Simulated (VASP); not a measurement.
Here is the system:

```xyz
3
Lattice="0.0000 2.7433 2.7433 2.7433 0.0000 2.7433 2.7433 2.7433 0.0000" Properties=species:S:1:pos:R:3 pbc="T T T"
Ce     0.0000     0.0000     0.0000
O      1.3716     1.3716     1.3716
O      4.1149     4.1149     4.1149
```

Level of theory: PBE GGA, VASP's PBE PAW potentials (set 64) (plane waves; VASP). Numerical set-up: 400 eV cut-off, 7×7×7 Γ-centred mesh, Fermi-Dirac smearing of 0.010 eV, potentials Ce O.

At this cut-off the stress carries a Pulay error, which pulls relaxed volumes low.

**Question.** Predict the energy per atom (σ→0), pressure.

**Answer.** 
The energy per atom (σ→0) is -8.757 eV/atom. The pressure is -69.7 kbar.

The absolute energy has meaning only against runs of the same code, potentials and settings.

The structure comes from a computed database's CeO2 entry; how it stands against other phases isn't given here. The cell was not relaxed at this level. The run is not spin-polarised, so no magnetic state was tried.
